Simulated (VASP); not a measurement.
**PdSb (relaxed from the zinc blende structure, space group F-43m): computed properties**

Level of theory: PBEsol GGA, VASP's PBE PAW potentials (set 64) (plane waves; VASP 6.6.1).

```json
{
 "space_group": "F-43m (216)",
 "cell": "a = b = c = 5.9092 Å, α = β = γ = 90.00°",
 "volume_per_atom": "25.79 Å³/atom",
 "band gap (over mesh and band path)": "none (metal, semimetal or under 0.01 eV)",
 "density": "7.35 g/cm³"
}
```

PdSb is modelled in the cubic space group F-43m (No. 216), the zinc blende structure, Pearson symbol cF8. Conventional cell: a = 5.909 Å, b = 5.909 Å, c = 5.909 Å, α = 90.00°, β = 90.00°, γ = 90.00°. Pd on 4a sees 4 Sb at 2.559 Å (tetrahedral). Sb on 4d has 4 Pd at 2.559 Å (tetrahedral). (Neighbours: up to the widest gap in distance over summed covalent radii, below 1.35, at either atom; cation-cation and far metal-metal contacts left out.)
(The calculation used a cell of 2 atoms; values per cell refer to that cell.)

Unless said otherwise, spin-orbit coupling is left out, though it shifts the bands of the heavy elements here.

The structure was generated: PdSb was put into the zinc blende type (F-43m), which need not be its known phase. It was relaxed first, which changed the volume by -22 %. Symmetry was kept, so distortions that lower it aren't found. The electron count is odd and the run is not spin-polarised, which forces a metal.
